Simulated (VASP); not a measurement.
Level of theory: PBE GGA, VASP's PBE PAW potentials (set 64) (plane waves; VASP). Each cell was relaxed at this level, without spin-orbit coupling.

**Question.** Which of these comes out without a gap?
A. Rh, Fm-3m (225)
B. MgTe, P6_3mc (186)
C. C, Fd-3m (227)
D. Be2C, Fm-3m (225)

**Answer.** A, Rh, Fm-3m (225). The others have gaps of 2.36 eV (MgTe, P6_3mc (186)), 4.12 eV (C, Fd-3m (227)), 1.16 eV (Be2C, Fm-3m (225)).
